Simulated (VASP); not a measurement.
**GeS2 (relaxed from the 3R-MoS2 structure, space group R3m): computed properties**

Method: PBEsol GGA, VASP's PBE PAW potentials (set 64) (plane waves; VASP).

```yaml
space_group: R3m (160)
cell: a = b = 3.4153 Å, c = 15.7733 Å, α = β = 90.00°, γ = 120.00°
volume_per_atom: 17.70 Å^3/atom
band gap (over mesh and band path): none (metal, semimetal or under 0.01 eV)
density: 4.28 g/cm³
```

```yaml
crystal:
  lattice:
    - [1.70766, 0.98592, 5.25776]
    - [-1.70766, 0.98592, 5.25776]
    - [0.00000, -1.97183, 5.25776]
  atoms:
    - { symbol: Ge, position: [0.00072, 0.00072, 0.00072] }
    - { symbol: S, position: [0.76269, 0.76269, 0.76269] }
    - { symbol: S, position: [0.56988, 0.56988, 0.56988] }
```

Without a dispersion term in the relaxation, distances and binding between the weakly bound layers, chains or molecules are unreliable, and so is what depends on them.

The structure was generated: GeS2 was put into the 3R-MoS2 type (R3m), which need not be its known phase. It was relaxed first, which changed the volume by +18 %. Symmetry was kept, so distortions that lower it aren't found.
